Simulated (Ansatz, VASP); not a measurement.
## ZrTiTe4: VASP beside Ansatz

Aim: how closely do two programs agree when they are given the same cell, functional and k mesh? The cell is taken from a series of runs on this material, whose earlier steps may have relaxed, scaled, displaced or heated it; both programs get it as it stands.

Main program and level: Ansatz 0.2.0; plane waves, with VASP 6.6.1 beside it; single point at LDA.

## (1) Starting point

It takes space group P2/m (No. 10, monoclinic). Conventional cell: a = 6.793 Å, b = 3.925 Å, c = 6.869 Å, α = 90.00°, β = 90.12°, γ = 90.00°. Te has 1 Ti at 2.81 Å and 2 Zr at 2.89 Å nearest. Nearest to Te lie 2 Ti at 2.80 Å and 1 Zr at 2.89 Å. Nearest to Zr lie 6 Te at 2.89 Å. Nearest to Ti lie 6 Te at 2.80 to 2.81 Å. Farther neighbours and most contacts between anions are not listed.

## (2) VASP: single point, LDA

A single point gives forces, pressure and levels at one fixed geometry, so differences don't come from the geometry; what else differs is listed under the comparison.

Lines of VASP's logs that name or quote its potential files are left out, and so is its time.

INCAR

```
SYSTEM = ZrTiTe4
PREC = Accurate
ENCUT = 500
EDIFF = 1E-06
NELM = 120
ISMEAR = -1
SIGMA = 0.05
LREAL = .FALSE.
ALGO = Normal
GGA = PW92
NBANDS = 30
LASPH = .TRUE.
LORBIT = 11
LWAVE = .FALSE.
LCHARG = .FALSE.
ISIF = 2
GGA_COMPAT = .FALSE.
KPAR = 2
```

POSCAR

```
ZrTiTe4
1.0
    6.7925548946      0.0000000000      0.0000000000
    0.0000000000      3.9248841800      0.0000000000
   -0.0140301729      0.0000000000      6.8685878869
Te Zr Ti
4 1 1
Direct
    0.6762611700      0.0000000000      0.7443758300
    0.3237388300      0.0000000000      0.2556241700
    0.1555743300      0.5000000000      0.7529637300
    0.8444256700      0.5000000000      0.2470362700
    0.5000000000      0.5000000000      0.0000000000
    0.0000000000      0.0000000000      0.0000000000
```

KPOINTS

```
Automatic mesh
0
Gamma
6 10 6
0 0 0
```

The projector-augmented-wave data sets are Te, Zr_sv and Ti_sv (LDA family, release 64).

Launch:

```sh
> mpirun -np 2 vasp_std
```

Numbers of over 12 decimals in the logs are rounded to 6 here.

The program printed:

```text
[banner, memory and clock lines left out]
running    2 mpi-ranks, on    1 nodes
 distrk:  each k-point on    1 cores,    2 groups
 distr:  one band on    1 cores,    1 groups

 POSCAR found type information on POSCAR TeZrTi
 POSCAR found :  3 types and       6 ions
|                                                                             |
|               ----> ADVICE to this user running VASP <----                  |
|                                                                             |
|     You enforced a specific xc type in the INCAR file but a different       |
|     [... a line on the potential file left out ...]
|     I HOPE YOU KNOW WHAT YOU ARE DOING!                                     |
|                                                                             |

 LDA part: xc-table for (Slater(with rela. corr.)+PW92), standard interpolation
 POSCAR, INCAR and KPOINTS ok, starting setup
 FFT: planning ... GRIDC
 FFT: planning ... GRID_SOFT
 FFT: planning ... GRID
 WAVECAR not read
 entering main loop
       N       E                     dE             d eps       ncg     rms          rms(c)
DAV:   1     0.398757679891E+03    0.39876E+03   -0.20284E+04  7448   0.139E+03
DAV:   2    -0.447773417295E+00   -0.39921E+03   -0.38738E+03  8584   0.350E+02
DAV:   3    -0.384252473733E+02   -0.37977E+02   -0.36555E+02 11214   0.967E+01
DAV:   4    -0.411874492898E+02   -0.27622E+01   -0.27515E+01 11214   0.223E+01
DAV:   5    -0.413299641815E+02   -0.14251E+00   -0.14247E+00 10486   0.412E+00    0.169E+01
DAV:   6    -0.418902576133E+02   -0.56029E+00   -0.41693E+01 10108   0.347E+01    0.255E+01
DAV:   7    -0.385119510524E+02    0.33783E+01   -0.58355E+01 10258   0.446E+01    0.940E+00
DAV:   8    -0.379775397023E+02    0.53441E+00   -0.34523E+00  8660   0.800E+00    0.550E+00
DAV:   9    -0.374925180476E+02    0.48502E+00   -0.14959E+00 10344   0.656E+00    0.160E+00
DAV:  10    -0.374861077761E+02    0.64103E-02   -0.14931E-01 11458   0.197E+00    0.910E-01
DAV:  11    -0.374830155106E+02    0.30923E-02   -0.93744E-03  9882   0.552E-01    0.451E-01
DAV:  12    -0.374824241123E+02    0.59140E-03   -0.35503E-03 10220   0.346E-01    0.140E-01
DAV:  13    -0.374823682585E+02    0.55854E-04   -0.40026E-04 10054   0.122E-01    0.885E-02
DAV:  14    -0.374823796195E+02   -0.11361E-04   -0.59108E-05  9432   0.467E-02    0.423E-02
DAV:  15    -0.374823665258E+02    0.13094E-04   -0.44587E-05 10380   0.428E-02    0.196E-02
DAV:  16    -0.374823665288E+02   -0.30382E-08   -0.24399E-06  6922   0.792E-03
   1 F= -.37482367E+02 E0= -.37472131E+02  d E =-.204718E-01
```

OUTCAR, selected parts (step 2):

```text
ion  position               nearest neighbor table
   1  0.676  0.000  0.744-   6 2.81   5 2.89   5 2.89
   2  0.324  0.000  0.256-   6 2.81   5 2.89   5 2.89
   3  0.156  0.500  0.753-   6 2.80   6 2.80   5 2.89
   4  0.844  0.500  0.247-   6 2.80   6 2.80   5 2.89
   5  0.500  0.500  0.000-   3 2.89   4 2.89   1 2.89   2 2.89   1 2.89   2 2.89
   6  0.000  0.000  0.000-   3 2.80   4 2.80   3 2.80   4 2.80   1 2.81   2 2.81

  LATTYP: Found a simple monoclinic cell.
 ALAT       =     6.7925548946
 B/A-ratio  =     0.5778214885
 C/A-ratio  =     1.0111956875
 COS(beta)  =    -0.0020426533

 Subroutine GETGRP returns: Found  4 space group operations
 (whereof  4 operations were pure point group operations)

The static configuration has the point symmetry C_2h.

 Found    120 irreducible k-points:

   k-points           NKPTS =    120   k-points in BZ     NKDIM =    120   number of bands    NBANDS=     30

   dimension x,y,z NGX =    50 NGY =   30 NGZ =   50
   dimension x,y,z NGXF=   100 NGYF=   60 NGZF=  100

   ENCUT  =  500.0 eV  36.75 Ry    6.06 a.u.  12.38  7.16 12.52*2*pi/ulx,y,z

   NELECT =      48.0000    total number of electrons

 k-points in reciprocal lattice and weights: Automatic mesh
   0.00000000  0.00000000  0.00000000       0.003
   0.16666667  0.00000000  0.00000000       0.006
   0.33333333  0.00000000  0.00000000       0.006
   0.50000000  0.00000000  0.00000000       0.003
   0.00000000  0.10000000  0.00000000       0.006
   0.16666667  0.10000000  0.00000000       0.011
   0.33333333  0.10000000  0.00000000       0.011
   0.50000000  0.10000000  0.00000000       0.006
   0.00000000  0.20000000  0.00000000       0.006
[...]
0.33333333  0.50000000  0.50000000       0.006
   0.50000000  0.50000000  0.50000000       0.003

 average (electrostatic) potential at core
       1 -89.0646       2 -89.0646       3 -89.0778       4 -89.0778       5 -78.4652
       6 -76.0013

 E-fermi :   5.6515

 k-point     1 :       0.0000    0.0000    0.0000
  band No.  band energies     occupation
    ...
     18       3.7099      2.00000
     19       3.7760      2.00000
     20       3.7907      2.00000
     21       4.5786      2.00000
     22       5.6940      0.59942
     23       5.7917      0.11432
     24       6.0615      0.00055
     25       6.0866      0.00033
     26       6.1698      0.00006
     27       6.3239      0.00000
    ...

 k-point     2 :       0.1667    0.0000    0.0000
  band No.  band energies     occupation
    ...
     18       3.7305      2.00000
     19       3.8146      2.00000
     20       3.8523      2.00000
     21       4.6042      2.00000
     22       5.4328      1.97515
     23       5.7068      0.49769
     24       5.7116      0.46255
     25       5.8149      0.07338
     26       6.1457      0.00010
     27       6.5050      0.00000
    ...

 k-point     3 :       0.3333    0.0000    0.0000
  band No.  band energies     occupation
    ...
     20       4.3215      2.00000
     21       4.4417      2.00000
     22       4.6992      2.00000
     23       5.2632      1.99915
     24       5.6286      1.22560
     25       5.7630      0.19430
     26       6.0734      0.00043
     27       6.5877      0.00000
     28       6.6874      0.00000
     29       7.3754      0.00000
    ...

  Total       -5.0741278     -5.4102982     -4.1494515      0.0000000      0.0000000     -0.0287886
  in kB      -44.3960694    -47.3373918    -36.3056160      0.0000000      0.0000000     -0.2518861
  external PRESSURE =     -42.6796924 kB  Pullay stress =       0.0000000 kB

  energy-cutoff  :      500.00
  volume of cell :      183.12
      direct lattice vectors                 reciprocal lattice vectors
     6.792554895  0.000000000  0.000000000     0.147220010  0.000000000  0.000300720
     0.000000000  3.924884180  0.000000000     0.000000000  0.254784588  0.000000000
    -0.014030173  0.000000000  6.868587887     0.000000000  0.000000000  0.145590333

 POSITION                                       TOTAL-FORCE (eV/Angst)
 -----------------------------------------------------------------------------------
      4.58310      0.00000      5.11281         0.033862     -0.000000      0.198885
      2.19543      0.00000      1.75578        -0.033862      0.000000     -0.198885
      1.04618      1.96244      5.17180        -0.022907     -0.000000      0.198878
      5.73234      1.96244      1.69679         0.022907      0.000000     -0.198878
      3.39628      1.96244      0.00000         0.000000      0.000000      0.000000
      0.00000      0.00000      0.00000        -0.000000      0.000000      0.000000
 -----------------------------------------------------------------------------------
    total drift:                                0.000000     -0.000000     -0.000000

  FREE ENERGIE OF THE ION-ELECTRON SYSTEM (eV)
  ---------------------------------------------------
  free  energy   TOTEN  =       -37.4823665288 eV

  energy  without entropy=      -37.4618946885  energy(sigma->0) =      -37.47213061

 total charge
# of ion       s       p       d       tot
------------------------------------------
    1        1.384   2.013   0.033   3.430
    2        1.384   2.013   0.033   3.430
    3        1.384   2.006   0.033   3.423
    4        1.384   2.006   0.033   3.423
    5        2.168   5.984   1.550   9.703
    6        2.165   6.111   1.852  10.128
--------------------------------------------------
tot          9.869  20.134   3.534  33.537

[... 3 further parts left out ...]
```

This run has no spin polarisation, so a moment on Ti, if there is one, isn't seen.

## (3) Ansatz: single point, LDA

Ansatz runs on its default PAW (the set named soft_2) files.

The same cell, functional (in two slightly different forms), mesh and smearing now go to Ansatz, which takes its cutoff from its data sets.

input.yaml

```yaml
crystal:
  lattice:
    - [6.7925548946, 0.0, 0.0]
    - [0.0, 3.92488418, 0.0]
    - [-0.0140301729, 0.0, 6.8685878869]
  atoms:
    - { symbol: Te, position: [0.67626117, 0.0, 0.74437583] }
    - { symbol: Te, position: [0.32373883, 0.0, 0.25562417] }
    - { symbol: Te, position: [0.15557433, 0.5, 0.75296373] }
    - { symbol: Te, position: [0.84442567, 0.5, 0.24703627] }
    - { symbol: Zr, position: [0.5, 0.5, 0.0] }
    - { symbol: Ti, position: [0.0, 0.0, 0.0] }
kpoints:
  mp_grid: { grid: [6, 10, 6] }
  band_path:
    path:
      - [0.0, 0.0, 0.0]
      - [0.0, 0.5, 0.0]
      - [0.0, 0.5, 0.5]
      - [0.0, 0.0, 0.5]
      - [0.0, 0.0, 0.0]
      - [-0.5, 0.0, 0.5]
      - [-0.5, 0.5, 0.5]
      - [0.0, 0.5, 0.0]
      - [-0.5, 0.5, 0.0]
      - [-0.5, 0.0, 0.0]
    npoints: 5
scf:
  occupations: { method: fermi_dirac, width: 0.05 }
  n_extra_bands: 11
hamiltonian:
  xc: lda
  pseudopotentials: { kind: paw }
output:
  forces: true
  stress: true
  dos:
    projected: true
    de: 0.05
    e_range: [-30, 12]
    nscf_kmesh: { grid: [8, 12, 8] }
  fatbands: true
  eigenstates:
    kpoints:
      - [0.0, 0.0, 0.0]
      - [0.08329083, -1.7e-05, -0.000172]
      - [0.16658167, -3.4e-05, -0.000344]
      - [0.2498725, -5.1e-05, -0.000516]
      - [0.33316333, -6.8e-05, -0.000688]
      - [0.41645417, -8.5e-05, -0.00086]
      - [0.499745, -0.000102, -0.001032]
      - [-0.41696417, -0.000119, -0.001204]
      - [-0.33367333, -0.000136, -0.001376]
      - [-0.2503825, -0.000153, -0.001548]
      - [-0.16709167, -0.00017, -0.00172]
      - [-0.08380083, -0.000187, -0.001892]
      - [-0.00051, -0.000204, -0.002064]
      - [-0.00047617, 0.0553685, -0.00206417]
      - [-0.00044233, 0.110941, -0.00206433]
      - [-0.0004085, 0.1665135, -0.0020645]
      - [-0.00037467, 0.222086, -0.00206467]
      - [-0.00034083, 0.2776585, -0.00206483]
      - [-0.000307, 0.333231, -0.002065]
      - [-0.07171364, 0.30942879, -0.0019175]
      - [-0.14312029, 0.28562657, -0.00177]
      - [-0.21452693, 0.26182436, -0.0016225]
      - [-0.28593357, 0.23802214, -0.001475]
      - [-0.35734021, 0.21421993, -0.0013275]
      - [-0.42874686, 0.19041771, -0.00118]
      - [0.4998465, 0.1666155, -0.0010325]
      - [0.42843986, 0.14281329, -0.000885]
      - [0.35703321, 0.11901107, -0.0007375]
      - [0.28562657, 0.09520886, -0.00059]
      - [0.21421993, 0.07140664, -0.0004425]
      - [0.14281329, 0.04760443, -0.000295]
      - [0.07140664, 0.02380221, -0.0001475]
      - [0.0, 0.0, 0.08333317]
      - [0.0, 0.0, 0.16666633]
      - [0.0, 0.0, 0.2499995]
      - [0.0, 0.0, 0.33333267]
      - [0.0, 0.0, 0.41666583]
      - [0.0, 0.0, 0.499999]
      - [0.08329083, -1.7e-05, 0.49982692]
      - [0.16658167, -3.4e-05, 0.49965483]
      - [0.2498725, -5.1e-05, 0.49948275]
      - [0.33316333, -6.8e-05, 0.49931067]
      - [0.41645417, -8.5e-05, 0.49913858]
      - [0.499745, -0.000102, 0.4989665]
      - [-0.41696417, -0.000119, 0.49879442]
      - [-0.33367333, -0.000136, 0.49862233]
      - [-0.2503825, -0.000153, 0.49845025]
      - [-0.16709167, -0.00017, 0.49827817]
      - [-0.08380083, -0.000187, 0.49810608]
      - [-0.00051, -0.000204, 0.497934]
      - [-0.00047617, 0.0553685, 0.497934]
      - [-0.00044233, 0.110941, 0.497934]
      - [-0.0004085, 0.1665135, 0.497934]
      - [-0.00037467, 0.222086, 0.497934]
      - [-0.00034083, 0.2776585, 0.497934]
      - [-0.000307, 0.333231, 0.497934]
    e_range: [-9.0, 4.0]
    unfold: { supercell_matrix: [[2, 1, 0], [0, 1, 0], [0, 0, 1]] }
```

Launch:

```sh
> ansatz run input.yaml --threads 4 --pin off --max-ram 10240MiB --backend cpu --events-out ev --progress --plain --runs-dir out
```

The program printed:

```text
scf.n_extra_bands = 11 over 44 filled bands (N_el = 88.0): the run solves 55 bands
Engine: ansatz 0.2.0, x86_64-unknown-linux-gnu
Pseudopotentials: kind: paw
Pseudopotential: Te, paw, valence charge 16, recommended cutoff 420 eV (normal), Te.paw.azcp
Pseudopotential: Zr, paw, valence charge 12, recommended cutoff 420 eV (normal), Zr.paw.azcp
Pseudopotential: Ti, paw, valence charge 12, recommended cutoff 420 eV (normal), Ti.paw.azcp
Functional definition: SPW92
  exchange = slater_x
  correlation = pw_c
Crystal: 6 atoms, lattice volume = 183.116 Å³
Basis set: ecut = 420 eV, 3619 PW (Γ)
Bands: 55, of which v1, the nominal top of the filled ones, is band 44 counted from 1 (43 counted from 0)
Symmetry: 4 space group operations
Space group: P2/m (ITA 10), of the structure as read, at distance tolerance 5.7e-5 Å
k-points: 120 of 360
Non-local potential: Te, projectors of the file, l = 0: 2, l = 1: 2, l = 2: 2, l = 3: 2
Non-local potential: Zr, projectors of the file, l = 0: 3, l = 1: 2, l = 2: 2, l = 3: 2
Non-local potential: Ti, projectors of the file, l = 0: 3, l = 1: 2, l = 2: 3, l = 3: 1
PAW form: soft (Blöchl's): semilocal exchange-correlation on the pseudo side does not see the compensation charge
PAW frozen core: Te, regenerated for the run's functional, and the local potential with it (the file was generated under x = pbe(κ = 0.804, μ = 0.219515), c = pbe(β = 0.066725))
PAW frozen core: Zr, regenerated for the run's functional, and the local potential with it (the file was generated under x = pbe(κ = 0.804, μ = 0.219515), c = pbe(β = 0.066725))
PAW frozen core: Ti, regenerated for the run's functional, and the local potential with it (the file was generated under x = pbe(κ = 0.804, μ = 0.219515), c = pbe(β = 0.066725))
PAW one-centre angular grid: Te, 590 points (default); XC on 64 Gauss nodes
PAW one-centre angular grid: Zr, 590 points (default); XC on 64 Gauss nodes
PAW one-centre angular grid: Ti, 590 points (default); XC on 64 Gauss nodes
Initial density: superposition of atomic densities (neutral atoms: chi_scale 0, normalization atom), corrected by the library's trained network
Initial wavefunctions: pseudopotential atomic-orbital guess
Functional: x = slater, c = lda
SCF iter   1: F=—  HF=-33841.033293 eV  |F-HF|=—  |Δ(HF+E_count)|=         —  Δρ=4.78e-3  dr2=1.97e-2  ethr=1.77e-3  ⟨swp⟩=7.0  Hψ=26515  notcnv=0  defer=29
preconditioner: auto → LDOS  [metal: Δε(μ)=0.007 eV  Ē_g=6.687 eV  σ=0.050 eV  W_gap=0.03  n_scr=38 (ndim 8)  ℏωp=15.5 eV  f_vac=0.037  D(μ)=2.48/eV (n_scr^D=8)  β→1.0]
SCF iter   2: F=—  HF=-33841.028318 eV  |F-HF|=—  |Δ(HF+E_count)|=   4.98e-3  Δρ=2.31e-3  dr2=1.69e-2  ethr=2.24e-5  ⟨swp⟩=2.0  Hψ=14091  notcnv=0  defer=179
SCF iter   3: F=—  HF=-33841.025890 eV  |F-HF|=—  |Δ(HF+E_count)|=   2.43e-3  Δρ=8.55e-4  dr2=2.13e-3  ethr=1.92e-5  ⟨swp⟩=3.0  Hψ=12697  notcnv=0  defer=179
SCF iter   4: F=—  HF=-33841.025590 eV  |F-HF|=—  |Δ(HF+E_count)|=   3.00e-4  Δρ=1.85e-4  dr2=6.61e-5  ethr=2.42e-6  ⟨swp⟩=2.2  Hψ=10467  notcnv=0  defer=179
SCF iter   5: F=—  HF=-33841.025579 eV  |F-HF|=—  |Δ(HF+E_count)|=   1.16e-5  Δρ=2.94e-5  dr2=3.68e-6  ethr=7.51e-8  ⟨swp⟩=2.1  Hψ=10824  notcnv=0  defer=179
SCF iter   6: F=-33841.025578 eV  HF=-33841.025578 eV  |F-HF|=4.54e-8  |Δ(HF+E_count)|=   6.46e-7  Δρ=7.05e-6  dr2=8.34e-8  ethr=1.14e-10  ⟨swp⟩=9.4  Hψ=33312  notcnv=0
SCF 1 converged in 6 iterations: F = -33841.025578 eV  dr2 = 8.34e-8
  greatest PAW one-centre occupation: 0.999 electrons in one spin orbital (limit 2), on the Te atom at site 1 (counted from 0), in its partial waves of l = 2
NSCF: frozen V_eff on 46 k-points
NSCF: frozen V_eff on 238 k-points
[...]
SCF converged after 6 iterations
Free energy (F): -33841.025578 eV
Harris-Foulkes:  -33841.025578 eV  (|F-HF|=4.54e-8)
Internal energy: -33841.005192 eV  (E = F + TS)
E sigma→0 (E₀):  -33841.015385 eV
Entropy (-TS):   -0.020386 eV (-3.398 meV/atom)
Fermi energy:    8.703732 eV
--- Per-component energies (eV) ---
  E_band       = -1404.598975
  E_kinetic    = 1328.378675
  E_local      = -7460.204822  (includes V_loc(G=0)·N_el)
  E_nonlocal   = -1122.617584
  E_hartree    = 4183.351883
  E_xc         = -751.419070
  E_vxc        = -730.274325  (∫ρ·V_xc dr)
  E_paw        = -21888.938379  (= ΣΔE_a)
  E_vpaw       = -1786.574515  (= ΣTr[D̂ρ^β])
  E_aug_tail   = -0.000650  (compensation charges beyond the density's cutoff)
  E_ewald      = -8132.966241
  E_core_change = 3.410996  (= ΣΔE_core)
  E_smearing   = -0.020386  (= −TS)
  E_closure    = 0.000000  (closes the sum)
  Σ components = -33841.025578   (vs F -33841.025578, Δ=0.00e0)
--- Forces (eV/Å), atoms counted from 1 ---
  atom   1  Te     0.03230661     0.00000000     0.22410467
  atom   2  Te    -0.03230661     0.00000000    -0.22410467
  atom   3  Te    -0.02091122     0.00000000     0.22258876
  atom   4  Te     0.02091122     0.00000000    -0.22258876
  atom   5  Zr    -0.00000000     0.00000000     0.00000000
  atom   6  Ti    -0.00000000     0.00000000    -0.00000000
  max |Σ_I F_I| component: 6.94e-18 eV/Å
--- Stress (GPa, compression-positive) ---
       -4.513040       0.000000      -0.025163
        0.000000      -4.806233       0.000000
       -0.025163       0.000000      -3.713548
  P = ⅓ Tr σ = -4.3443 GPa (-43.443 kbar)
--- Band table (eV; the first three rows and the last of 120) ---
  k-point 0: bands = [... 40 lower, 7.6292, 8.7444, 8.8350, 9.1199, 9.1434, 9.2266, 9.3689, 9.3941, ... 7 higher]
  k-point 1: bands = [... 40 lower, 7.7091, 8.1420, 8.7234, 9.1170, 9.1705, 9.3258, 9.3481, 9.4924, ... 7 higher]
  k-point 2: bands = [... 40 lower, 7.3727, 7.8565, 8.6243, 9.1114, 9.1666, 9.2431, 9.2597, 9.6345, ... 7 higher]
  k-point 119: bands = [... 40 lower, 7.5880, 7.5967, 7.9734, 8.0552, 8.4895, 8.5545, 9.6236, 10.1367, ... 7 higher]
```

The column dr2 measures how far the density is from self-consistency, as an energy; F and HF (Harris–Foulkes) agree once it is small.

## (4) Differences

Known differences besides the potentials themselves: the data sets hold 88 valence electrons in Ansatz (on its default PAW (the set named soft_2) files) and 48 in VASP; the cutoff is 420 eV in Ansatz and 500 eV in VASP; VASP's log shows a relativistic correction to its local exchange, Ansatz's none. Total energies have different zeros and are not compared.

Compared:

| quantity | Ansatz | VASP | difference |
| --- | --- | --- | --- |
| pressure (GPa) | -4.34 | -4.27 | -0.08 |

Forces (eV/Å; atoms numbered as in POSCAR):

| atom | Ansatz x, y, z | VASP x, y, z |
| --- | --- | --- |
| Te1 | 0.032, 0.000, 0.224 | 0.034, 0.000, 0.199 |
| Te2 | -0.032, 0.000, -0.224 | -0.034, 0.000, -0.199 |
| Te3 | -0.021, 0.000, 0.223 | -0.023, 0.000, 0.199 |
| Te4 | 0.021, 0.000, -0.223 | 0.023, 0.000, -0.199 |
| Zr5 | 0.000, 0.000, 0.000 | 0.000, 0.000, 0.000 |
| Ti6 | 0.000, 0.000, 0.000 | 0.000, 0.000, 0.000 |

The forces differ by 12 meV/Å r.m.s., which is 12.2 % of the r.m.s. force of 0.095 eV/Å (both taken over all components).

## (5) Summary of results

```
r.m.s. force difference (single point, LDA) : 12 meV/Å
```

**Reading.** The r.m.s. force difference is 12 meV/Å (single point, LDA), at about the 12 meV/Å picked in this series as the mark of a large difference. The data sets hold unlike numbers of valence electrons (88 in Ansatz and 48 in VASP), so part of the differences comes from the potentials. Such differences can come from data sets, numerical settings and the points named under the comparisons, not from the functional's error against experiment.

[Lines on the potential files, build, host, timing and source positions are cut from VASP's logs without a mark.]

[Logs are printed without paths, hosts, clocks, repeated set-up lines and the standing remarks that a program may print on its own settings, such as how far it seeks lower states.]

[Hosts, paths, dates, database ids (printed as entryN), source tags and the programs' standing remarks are cut or masked in the printed files.]
